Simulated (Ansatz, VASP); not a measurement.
Two plane-wave programs on SrHf2

```
CELL_PARAMETERS angstrom
5.78570 0.00000 0.00000
0.00000 5.78570 0.00000
0.00000 0.00000 5.94304
ATOMIC_POSITIONS crystal
Sr 0.00000 0.00000 0.00000
Sr 0.50000 0.50000 0.50000
Hf 0.34032 0.34032 0.00000
Hf 0.15968 0.84032 0.50000
Hf 0.65968 0.65968 0.00000
Hf 0.84032 0.15968 0.50000
```

Alike in both runs: functional PBE; k mesh 4 × 4 × 4; occupations gaussian, width 0.1 eV; no spin polarisation.

Ansatz relaxed the structure, and its values are those at the end. VASP's run is a single point on that final structure, the one shown.

```csv
,VASP,Ansatz
version,VASP 6.6.1,Ansatz 0.2.0
potentials or method,"VASP PAW PBE potentials, release 64 (Sr_sv, Hf_pv)","scalar-relativistic, plane waves, PAW"
plane-wave cutoff (eV),520,420
valence electrons in the cell,60,124
```

VASP gave:

* gap on the k mesh at the Fermi level (eV): none
* pressure (GPa): 0.0
* rms of the force components (eV/Å): 0.026

Which values does Ansatz return?

gap on the k mesh at the Fermi level (eV): none; pressure (GPa): 0.1; rms of the force components (eV/Å): 0.020.

A gap of «none» marks a metal or a gap that the smearing closes. The two sets of potentials don't hold the same shells in valence.

Spin-orbit coupling is left out, which matters for the levels of Hf.
